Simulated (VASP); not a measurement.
# A VASP study of B6As (r2SCAN): structure first, properties next, part 2 of 2

Wanted: the relaxed cell of B6As and its properties. The start is a computed cell from the Materials Project.

VASP 6.6.1; r2SCAN; plane waves and PAW (B, As).

So far, gap on the k-mesh (eV): step 2 (relaxing cell and atoms (r2SCAN)) 2.88; step 5 (total and projected DOS (r2SCAN)) 2.88; step 6 (volume scan with r2SCAN) 3.01.

## Step 7: Volume scan with r2SCAN (run 2)

INCAR reads:

```
SYSTEM = B6As
PREC = Accurate
ENCUT = 420
EDIFF = 1E-06
NELM = 100
ISMEAR = 0
SIGMA = 0.05
LREAL = .FALSE.
ALGO = Normal
METAGGA = R2SCAN
LASPH = .TRUE.
NBANDS = 37
LORBIT = 11
LWAVE = .FALSE.
LCHARG = .FALSE.
KPAR = 8
ISIF = 2
```

POSCAR reads:

```
B6As
1.0
    3.0267302606      1.7474835307      3.9126524387
   -3.0267302606      1.7474835307      3.9126524387
    0.0000000000     -3.4949670614      3.9126524387
B As
12 2
Direct
    0.0151726854      0.0151726854      0.3249499672
    0.0151726854      0.3249499672      0.0151726854
    0.8217650318      0.2726610933      0.8217650318
    0.8217650318      0.8217650318      0.2726610933
    0.2726610933      0.8217650318      0.8217650318
    0.7273389067      0.1782349682      0.1782349682
    0.1782349682      0.7273389067      0.1782349682
    0.1782349682      0.1782349682      0.7273389067
    0.9848273146      0.6750500328      0.9848273146
    0.9848273146      0.9848273146      0.6750500328
    0.6750500328      0.9848273146      0.9848273146
    0.3249499672      0.0151726854      0.0151726854
    0.6004097805      0.6004097805      0.6004097805
    0.3995902195      0.3995902195      0.3995902195
```

KPOINTS reads:

```
Automatic mesh
0
Gamma
6 6 6
0 0 0
```

PAW data sets: B and As (PBE family, release 64).

Started as:

```bash
$ mpirun -np 8 vasp_std
```

The job ended after 46 s (8 MPI ranks of AMD EPYC 9R45, shared host; peak memory 2.1 GiB; 5.8 min of CPU time).

This step gave:

```yaml
free_energy_toten: -120.3175 eV
fermi_energy: 4.978 eV
pressure: 8.939 GPa
gap_on_the_k_mesh: 2.966 eV
least_direct_gap_on_the_k_mesh: 3.051 eV
```

Force by atom:

```
atom  x (eV/Å)  y (eV/Å)  z (eV/Å)   size
  B1     0.000    -0.019     0.192  0.193
  B2    -0.017     0.010     0.192  0.193
  B3    -0.169     0.097    -0.021  0.196
  B4     0.000    -0.195    -0.021  0.196
  B5     0.169     0.097    -0.021  0.196
  B6    -0.169    -0.097     0.021  0.196
  B7     0.169    -0.097     0.021  0.196
  B8     0.000     0.195     0.021  0.196
  B9     0.017    -0.010    -0.192  0.193
 B10     0.000     0.019    -0.192  0.193
 B11    -0.017    -0.010    -0.192  0.193
 B12     0.017     0.010     0.192  0.193
As13     0.000     0.000     0.055  0.055
As14     0.000     0.000    -0.055  0.055
```

The pressure falls from 14.06 to 8.94 GPa.

The run ends at a pressure of 8.94 GPa, with forces up to 0.20 eV/Å.

## Step 8: Volume scan with r2SCAN (run 3)

INCAR is that of step 7.

Edit POSCAR of step 7 so:

```diff
@@ -2,5 +2,5 @@
 1.0
-    3.0267302606      1.7474835307      3.9126524387
-   -3.0267302606      1.7474835307      3.9126524387
-    0.0000000000     -3.4949670614      3.9126524387
+    3.0476049220      1.7595355221      3.9396371013
+   -3.0476049220      1.7595355221      3.9396371013
+    0.0000000000     -3.5190710443      3.9396371013
 B As
```

KPOINTS is that of step 7.

Started as:

```bash
$ mpirun -np 8 vasp_std
```

Elapsed: 43 s, on 8 MPI ranks; peak memory 2.1 GiB; 5.6 min of CPU time.

The pressure falls from 8.94 to 4.27 GPa.

The run ends at a pressure of 4.27 GPa, with forces up to 0.096 eV/Å.

## Step 9: Volume scan with r2SCAN (run 4)

INCAR is that of step 8.

Edit POSCAR of step 8 so:

```diff
@@ -2,5 +2,5 @@
 1.0
-    3.0476049220      1.7595355221      3.9396371013
-   -3.0476049220      1.7595355221      3.9396371013
-    0.0000000000     -3.5190710443      3.9396371013
+    3.0681974718      1.7714246363      3.9662570784
+   -3.0681974718      1.7714246363      3.9662570784
+    0.0000000000     -3.5428492726      3.9662570784
 B As
```

KPOINTS is that of step 8.

Started as:

```bash
$ mpirun -np 8 vasp_std
```

The job ended after 44 s (8 MPI ranks; peak memory 2.1 GiB).

The pressure falls from 4.27 to 0.02 GPa.

The run ends at a pressure of 0.02 GPa, with forces up to 0.0057 eV/Å.

## Step 10: Volume scan with r2SCAN (run 5)

INCAR is that of step 9.

Edit POSCAR of step 9 so:

```diff
@@ -2,5 +2,5 @@
 1.0
-    3.0681974718      1.7714246363      3.9662570784
-   -3.0681974718      1.7714246363      3.9662570784
-    0.0000000000     -3.5428492726      3.9662570784
+    3.0885172525      1.7831562672      3.9925244471
+   -3.0885172525      1.7831562672      3.9925244471
+    0.0000000000     -3.5663125343      3.9925244471
 B As
```

KPOINTS is that of step 9.

Started as:

```bash
$ mpirun -np 8 vasp_std
```

The job ended after 43 s (8 MPI ranks; peak memory 2.1 GiB).

The pressure falls from 0.02 to -3.85 GPa.

The run ends at a pressure of -3.85 GPa, with forces up to 0.094 eV/Å.

## Step 11: Volume scan with r2SCAN (run 6)

INCAR is that of step 10.

Edit POSCAR of step 10 so:

```diff
@@ -2,5 +2,5 @@
 1.0
-    3.0885172525      1.7831562672      3.9925244471
-   -3.0885172525      1.7831562672      3.9925244471
-    0.0000000000     -3.5663125343      3.9925244471
+    3.1085731213      1.7947355284      4.0184506569
+   -3.1085731213      1.7947355284      4.0184506569
+    0.0000000000     -3.5894710569      4.0184506569
 B As
```

KPOINTS is that of step 10.

Started as:

```bash
$ mpirun -np 8 vasp_std
```

It took 43 s on 8 MPI ranks; peak memory 2.1 GiB.

The pressure falls from -3.85 to -7.38 GPa.

The run ends at a pressure of -7.38 GPa, with forces up to 0.18 eV/Å.

## Step 12: Volume scan with r2SCAN (run 7)

A prediction first. A least-squares parabola for the 6 pressures of evenly scaled cells so far, P = 0.01 -203.3 t +382 t² GPa with t = ln(V/V₁) and V₁ the volume at scale 1, gives -10.54 GPa at t = +0.0583.

INCAR is that of step 11.

Edit POSCAR of step 11 so:

```diff
@@ -2,5 +2,5 @@
 1.0
-    3.1085731213      1.7947355284      4.0184506569
-   -3.1085731213      1.7947355284      4.0184506569
-    0.0000000000     -3.5894710569      4.0184506569
+    3.1283734840      1.8061672731      4.0440465742
+   -3.1283734840      1.8061672731      4.0440465742
+    0.0000000000     -3.6123345463      4.0440465742
 B As
```

KPOINTS is that of step 11.

Started as:

```bash
$ mpirun -np 8 vasp_std
```

It took 43 s on 8 MPI ranks; peak memory 2.1 GiB.

The pressure falls from -7.38 to -10.60 GPa. The parabola predicted -10.54 GPa, +0.06 GPa off.

## Step 13: The series together

Times are for 8 MPI ranks of AMD EPYC 9R45, shared host. The series side by side:

```
no.  volume scale  energy above the lowest point (meV/atom)  pressure (GPa)  gap on the k-mesh (eV)  time  memory (GiB)
  1          0.94                                     23.39           14.06                   3.010  47 s           2.1
  2          0.96                                     10.12           8.939                   2.966  46 s           2.1
  3          0.98                                      2.49           4.272                   2.922  43 s           2.1
  4             1                                         0         0.02153                   2.879  44 s           2.1
  5          1.02                                      2.19          -3.852                   2.837  43 s           2.1
  6          1.04                                      8.65          -7.382                   2.758  43 s           2.1
  7          1.06                                        19          -10.60                   2.659  43 s           2.1
```

## Step 14: Fit for r2SCAN

This step: Birch-Murnaghan fit, r2SCAN; plane waves and PAW (VASP 6.6.1).

This step runs nothing: it gathers the runs above.

Numbers from this step:

```yaml
pressure_derivative_of_the_bulk_modulus: 3.652
r_m_s_error_of_the_fit: 3.54e-7 eV/atom
minimum_inside_the_sampled_range: yes
bulk_modulus: 202.6 GPa
equilibrium_volume_of_the_fit: 9.242 Å³/atom
```

Table of energy above the fitted minimum by volume:

```
volume (Å³/atom)  energy above the fitted minimum (eV/atom)
           8.684                                     0.0234
           8.869                                     0.0101
           9.054                                    0.00249
           9.239                                     2.3e-7
           9.423                                    0.00219
           9.608                                    0.00865
           9.793                                     0.0190
```

The fit over cells of fixed shape and fractional positions puts the volume +0.03 % from the relaxed one. The atoms bear forces along the scan, since they were held; freeing them would lower the modulus.

## Step 15: Independent-particle dielectric function (r2SCAN)

This step: r2SCAN; plane waves and PAW (B, As) (VASP 6.6.1).

LOPTICS sums transitions from filled to empty bands. The mesh is finer than in the run before. NBANDS is raised for it.

Edit INCAR of step 12 so:

```diff
@@ -11,3 +11,3 @@
 LASPH = .TRUE.
-NBANDS = 37
+NBANDS = 135
 LORBIT = 11
@@ -16,2 +16,4 @@
 KPAR = 8
-ISIF = 2
+LOPTICS = .TRUE.
+NEDOS = 1500
+CSHIFT = 0.1
```

Edit POSCAR of step 12 so:

```diff
@@ -2,5 +2,5 @@
 1.0
-    3.1283734840      1.8061672731      4.0440465742
-   -3.1283734840      1.8061672731      4.0440465742
-    0.0000000000     -3.6123345463      4.0440465742
+    3.0681974718      1.7714246363      3.9662570784
+   -3.0681974718      1.7714246363      3.9662570784
+    0.0000000000     -3.5428492726      3.9662570784
 B As
```

KPOINTS reads:

```
Automatic mesh
0
Gamma
8 8 8
0 0 0
```

Started as:

```bash
$ mpirun -np 8 vasp_std
```

Run time: 4.5 min. Hardware: 8 MPI ranks; peak memory 6.8 GiB.

These are independent-particle spectra without excitons or local fields. Their onset and peaks carry the functional's gap error, and fine structure and low peaks depend on the mesh and on CSHIFT.

This step gave:

| Item | Value |
| --- | --- |
| bands | 135 |
| irreducible k-points | 65 |
| free energy (TOTEN) | -120.4591 eV |
| Fermi energy | 4.601 eV |
| pressure | 0.02133 GPa |
| conduction bottom at k | 0.5, 0, 0 |
| gap on the k-mesh | 2.879 eV |
| least direct gap on the k-mesh | 2.966 eV |

The imaginary dielectric function has structure finer than the step of the table below, so its rows give means over 1 eV, whole bins alone (the curve runs from 0 to 25.0 eV). Peaks (eV: height): xx 6.7: 17.2; zz 5.2: 13.4, 6.3: 15.4, 6.9: 14.3.

Imaginary dielectric function against photon energy; means over each step:

```
photon energy (eV)      xx      zz
                 1  0.0284  0.0368
                 2  0.0677  0.0929
                 3   0.152   0.267
                 4   0.803    2.73
                 5    5.71    10.4
                 6    12.1    13.2
                 7    16.0    13.2
                 8    12.6    9.65
                 9    9.32    6.69
                10    6.32    6.30
                11    4.14    4.73
                12    2.83    3.42
                13    1.80    1.97
                14    1.50    1.56
                15    1.18    1.25
                16   0.974    1.13
                17   0.797    1.12
                18   0.675   0.816
                19   0.573   0.560
                20   0.495   0.474
                21   0.367   0.391
                22   0.300   0.297
                23   0.261   0.250
                24   0.214   0.242
```

Real dielectric function against photon energy:

```
photon energy (eV)       xx       zz
               0.0     7.54     8.00
               0.5     7.57     8.05
               1.0     7.67     8.18
               1.5     7.85     8.41
               2.0     8.13     8.78
               2.5     8.53     9.34
               3.0     9.11     10.2
               3.5     10.0     11.7
               4.0     11.5     14.4
               4.5     13.7     15.6
               5.0     15.1     14.6
               5.5     13.8     8.87
               6.0     13.0     8.59
               6.5     9.55     3.18
               7.0     4.35     1.48
               7.5    0.136   -0.900
               8.0    -1.15    -2.35
               8.5    -2.11    -2.13
               9.0    -2.81    -1.36
               9.5    -4.10    -1.47
              10.0    -4.55    -1.88
              10.5    -3.96    -2.78
              11.0    -3.74    -2.67
              11.5    -3.37    -2.73
              12.0    -3.22    -3.15
              12.5    -2.97    -2.92
              13.0    -2.32    -2.47
              13.5    -2.02    -1.91
              14.0    -1.84    -1.73
              14.5    -1.61    -1.51
              15.0    -1.47    -1.31
              15.5    -1.25    -1.12
              16.0    -1.12   -0.838
              16.5    -1.01   -0.877
              17.0   -0.908   -0.845
              17.5   -0.786   -0.925
              18.0   -0.697   -0.941
              18.5   -0.608   -0.768
              19.0   -0.532   -0.626
              19.5   -0.452   -0.522
              20.0   -0.421   -0.423
              20.5   -0.364   -0.353
              21.0   -0.301   -0.334
              21.5   -0.214   -0.250
              22.0   -0.132   -0.150
              22.5  -0.0724   -0.115
              23.0  -0.0527  -0.0320
              23.5  0.00407   0.0332
              24.0   0.0619   0.0659
              24.5    0.112    0.102
```

The mean of ε2 over directions passes 5 % of its top at 3.90 eV, against a least direct gap of 2.97 eV on this mesh, so the first direct transitions are weak, forbidden or few.

## Step 16: Outcome

* relaxed volume: 9.239 Å³/atom
* relaxed conventional cell a, b, c: 6.136, 6.136, 11.899 Å; angles 90.0, 90.0, 120.0°
* space group after relaxing, within 0.02 Å: R-3m (No. 166)
* band gap: 2.88 eV, indirect (least direct gap of that run 2.97 eV)
* gap among the points of the DOS mesh alone, an upper bound: 2.88 eV
* bulk modulus from the fit: 203 GPa
* volume from the fit: 9.24 Å³/atom
* strongest peak of ε2, mean over directions: 6.82 eV
* ε1 at zero frequency, no local fields, mean: 7.69

In words: With r2SCAN, B6As relaxes to 9.239 Å³/atom in space group R-3m (held by the symmetry of the run), has an indirect gap of 2.88 eV and has a bulk modulus of 203 GPa at fixed shape and positions, an upper bound. Band structure (r2SCAN): On this path the gap is indirect, 2.88 eV, with the valence top at Z and the conduction bottom at L. The least direct gap is 2.97 eV. Semilocal functionals usually underestimate gaps. Spin-orbit coupling is left out; it would split some degenerate bands. No search among competing phases was made, and a listed structure need not be the one stable at ambient conditions. All values are for a static lattice at zero temperature.

[Lines on the potential files, build, host, timing and source positions are cut from VASP's logs without a mark.]

[Logs are printed without paths, hosts, clocks, repeated set-up lines and the standing remarks that a program may print on its own settings, such as how far it seeks lower states.]

[Hosts, paths, dates, database ids (printed as entryN), source tags and the programs' standing remarks are cut or masked in the printed files.]

[A measured line is paired with the nearest computed mode of its activity, which favours agreement.]

[In band tables of VASP the shares of atoms and orbitals are scaled to a sum of 1 inside the atoms' spheres.]
